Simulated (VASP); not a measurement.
Here is the system:

```
CELL_PARAMETERS angstrom
      3.97911     0.00000     0.00000
      0.00000     3.97911     0.00000
      0.00000     0.00000     3.97911
ATOMIC_POSITIONS crystal
  Tl 0.00000 0.00000 0.00000
  Br 0.50000 0.50000 0.50000
```

These are PBE GGA with D3 dispersion (Becke-Johnson damping), VASP's PBE PAW potentials (set 64) (plane waves; VASP) values and carry that method's errors. Settings: 520 eV cut-off, 8×8×8 Γ-centred mesh, tetrahedra with Blöchl corrections, potentials Tl_d Br.

Unless said otherwise, spin-orbit coupling is left out, though it shifts the bands of the heavy elements here.

Q: What does the run give for the energy per atom (σ→0), band gap (on the k-mesh) with the smallest direct gap where there is one?

A: 
```
Item                                          Value
-----------------------------------  --------------
band gap (on the k-mesh)                    1.86 eV
smallest direct gap (on the k-mesh)         1.86 eV
energy per atom (σ→0)                -3.040 eV/atom
```

The absolute energy has meaning only against runs of the same code, potentials and settings.

The compound is TlBr in the CsCl type structure. It was relaxed first.
